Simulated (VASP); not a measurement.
Output of a VASP run:

File OSZICAR:
```
       N       E                     dE             d eps       ncg     rms          rms(c)
DAV:   1     0.786186668599E+02    0.78619E+02   -0.74639E+03  8768   0.108E+03
DAV:   2    -0.136070395218E+02   -0.92226E+02   -0.82422E+02  8624   0.231E+02
DAV:   3    -0.161692923342E+02   -0.25623E+01   -0.24949E+01 10634   0.468E+01
DAV:   4    -0.161960048626E+02   -0.26713E-01   -0.26701E-01  9563   0.416E+00
DAV:   5    -0.161966188020E+02   -0.61394E-03   -0.61388E-03  8652   0.783E-01    0.167E+01
DAV:   6    -0.172375751512E+02   -0.10410E+01   -0.13560E+01  9163   0.823E+01    0.232E+01
DAV:   7    -0.149190656869E+02    0.23185E+01   -0.91161E+00 10798   0.788E+01    0.896E+00
DAV:   8    -0.148888359609E+02    0.30230E-01   -0.46440E-01  9971   0.105E+01    0.425E+00
DAV:   9    -0.148051092547E+02    0.83727E-01   -0.13208E-01 11779   0.772E+00    0.180E+00
DAV:  10    -0.147948558813E+02    0.10253E-01   -0.32323E-02  7120   0.367E+00    0.725E-01
DAV:  11    -0.147942145646E+02    0.64132E-03   -0.60039E-03  4396   0.138E+00
   1 F= -.14794215E+02 E0= -.14793875E+02  d E =-.101850E-02  mag=     3.2674
```

File OUTCAR:
```
------------------------ aborting loop because EDIFF is reached ----------------------------------------
  FORCE on cell =-STRESS in cart. coord.  units (eV):
  Direction    XX          YY          ZZ          XY          YZ          ZX
  --------------------------------------------------------------------------------------
  Total        0.4278693      0.4278693      0.7177683      0.0000000     -0.0000000     -0.0000000
  in kB       24.9752603     24.9752603     41.8970199      0.0000000     -0.0000000     -0.0000000
  external PRESSURE =      30.6158469 kB  Pullay stress =       0.0000000 kB
  volume of cell :       27.45
      direct lattice vectors                 reciprocal lattice vectors
     2.720000000  0.000000000  0.000000000     0.367647059  0.000000000  0.000000000
     0.000000000  2.720000000  0.000000000     0.000000000  0.367647059  0.000000000
     0.000000000  0.000000000  3.710000000     0.000000000  0.000000000  0.269541779
 POSITION                                       TOTAL-FORCE (eV/Angst)
 -----------------------------------------------------------------------------------
      0.00000      0.00000      0.00000         0.000000      0.000000      0.000000
      1.36000      1.36000      1.85500         0.000000      0.000000      0.000000
 -----------------------------------------------------------------------------------
    total drift:                                0.000000     -0.000000     -0.000000
  FREE ENERGIE OF THE ION-ELECTRON SYSTEM (eV)
  ---------------------------------------------------
  free  energy   TOTEN  =       -14.7942145646 eV

  energy  without entropy=      -14.7931960677  energy(sigma->0) =      -14.79387507

 total charge

# of ion       s       p       d       tot
------------------------------------------
    1        0.412   0.457   6.124   6.993
    2        0.718   0.672   8.062   9.452
--------------------------------------------------
tot          1.130   1.129  14.186  16.444

 magnetization (x)

# of ion       s       p       d       tot
------------------------------------------
    1        0.005  -0.008   2.925   2.921
    2       -0.026  -0.069   0.428   0.333
--------------------------------------------------
tot         -0.022  -0.078   3.353   3.253
```
(Selected blocks of OUTCAR.)

File POSCAR:
```
FePt
1
    2.7200000000     0.0000000000     0.0000000000
    0.0000000000     2.7200000000     0.0000000000
    0.0000000000     0.0000000000     3.7100000000
Fe Pt
1 1
Direct
  0.0000000000   0.0000000000   0.0000000000
  0.5000000000   0.5000000000   0.5000000000
```

**Question.** Write an INCAR and KPOINTS that could have produced this output.

**Answer.** One answer among several that fit: the input of the run itself, PBE GGA, plane waves, VASP's PBE PAW potentials (set 64).

INCAR:
```
LMAXMIX=6
LASPH=T   # aspherical one-centre terms
LWAVE=F
LORBIT=10
ISIF=2
SIGMA=0.1
SYSTEM=FePt
ENCUT=400   # plane-wave cut-off (eV)
NELM=100
ALGO=Normal   # blocked Davidson
GGA=PE
MAGMOM=3.0 0.0
ISMEAR=1   # Methfessel-Paxton
LREAL=F
PREC=Accurate
LCHARG=F
ISPIN=2
EDIFF=1E-2
```

File KPOINTS:
```
K-points
0
gamma
 12 12 9
```

POTCAR, in this order: Fe Pt (PBE.64 set). Program: vasp_std.

The compound is FePt in the L1_0 structure. The cell was not relaxed at this level. The run is one of a series of settings (EDIFF = 1E-2 against the base run), some of them coarse on purpose.
